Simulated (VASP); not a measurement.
Consider the following.

```
C
1.0
    1.22045    -2.11389     0.00000
    1.22045     2.11389     0.00000
    0.00000     0.00000     7.86471
C
4
Direct
  0.00000   0.00000   0.25000
  0.00000   0.00000   0.75000
  0.33333   0.66667   0.25000
  0.66667   0.33333   0.75000
```

Method: PW91 GGA, VASP's PBE PAW potentials (set 64) (plane waves; VASP 6.6.1). Settings: 520 eV cut-off, 10×10×3 Γ-centred mesh, Gaussian smearing of 0.050 eV, potentials C.

Without a dispersion term in the relaxation, distances and binding between the weakly bound layers, chains or molecules are unreliable, and so is what depends on them.

Task: The ions and cell shape at fixed volume are relaxed. What does this cell relax into?

Result: 
```
C
1.0
    1.23258    -2.13488     0.00000
    1.23258     2.13488     0.00000
    0.00000     0.00000     7.71079
C
4
Direct
  0.00000   0.00000   0.25000
  0.00000   0.00000   0.75000
  0.33333   0.66667   0.25000
  0.66667   0.33333   0.75000
```
Space group P6_3/mmc (194), at a tolerance of 0.03 Å.

Task: How much energy does the relaxation gain?

Result: The energy (σ→0) changes by -6.8 meV/atom, in 3 ionic steps.

```csv
step,E(σ→0) (eV),max force (eV/Å),pressure (GPa),volume (Å³)
1,-36.9316,0.000,7.75,40.58
2,-36.9584,0.000,-0.48,40.58
3,-36.9590,0.000,0.53,40.58
```

The compound is C in the graphite structure. This cell is one point of a volume scan, at 0.97 of the reference volume. Symmetry was kept, so distortions that lower it aren't found.
